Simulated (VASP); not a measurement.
Consider the following.

```xyz
1
Lattice="-2.2261 2.2261 2.2261 2.2261 -2.2261 2.2261 2.2261 2.2261 -2.2261" Properties=species:S:1:pos:R:3 pbc="T T T"
Eu     0.0000     0.0000     0.0000
```

Level of theory: r2SCAN meta-GGA, VASP's PBE PAW potentials (set 64) (plane waves; VASP). Settings: 480 eV cut-off, 10×10×10 Γ-centred mesh, first-order Methfessel-Paxton smearing of 0.10 eV, potentials Eu_2.

The 4f electrons are frozen in the core of the lanthanide potential, so 4f levels, which can set the real gap, and their magnetism are missing. Energy and stress use the plane-wave basis of the starting cell.

The ions, cell shape and volume at an external pressure of 15.0 GPa are relaxed. What does this cell relax into?

```xyz
1
Lattice="-1.8244 1.8244 1.8244 1.8244 -1.8244 1.8244 1.8244 1.8244 -1.8244" Properties=species:S:1:pos:R:3 pbc="T T T"
Eu     1.8244     1.8244    -1.8244
```
Space group Im-3m (229), at a tolerance of 0.03 Å.

How do energy and volume change from the first to the last step?

The energy (σ→0) changes by +683.3 meV/atom and the volume by -45.0 %, in 18 ionic steps.

```
step  E(σ→0) (eV)  max force (eV/Å)  pressure (GPa)  volume (Å³)
----  -----------  ----------------  --------------  -----------
1        -27.1465             0.000            0.02        44.13
2        -26.2979             0.000           17.93        22.67
3        -26.4454             0.000           15.60        24.10
4        -26.4777             0.000           14.73        24.44
5        -26.4776             0.000           14.71        24.44
6        -26.4772             0.000           14.73        24.44
7        -26.4772             0.000           14.73        24.44
8        -26.4772             0.000           14.73        24.44
9        -26.4772             0.000           14.73        24.44
10       -26.4771             0.000           14.73        24.44
11       -26.4771             0.000           14.73        24.44
12       -26.4770             0.000           14.72        24.44
13       -26.4768             0.000           14.72        24.43
14       -26.4763             0.000           14.75        24.43
15       -26.4755             0.000           14.76        24.42
16       -26.4737             0.000           14.79        24.40
17       -26.4702             0.000           14.86        24.36
18       -26.4632             0.000           14.98        24.29
```

The compound is Eu in the bcc structure. This run relaxes it under an external pressure of 15 GPa. Symmetry was kept, so distortions that lower it aren't found.
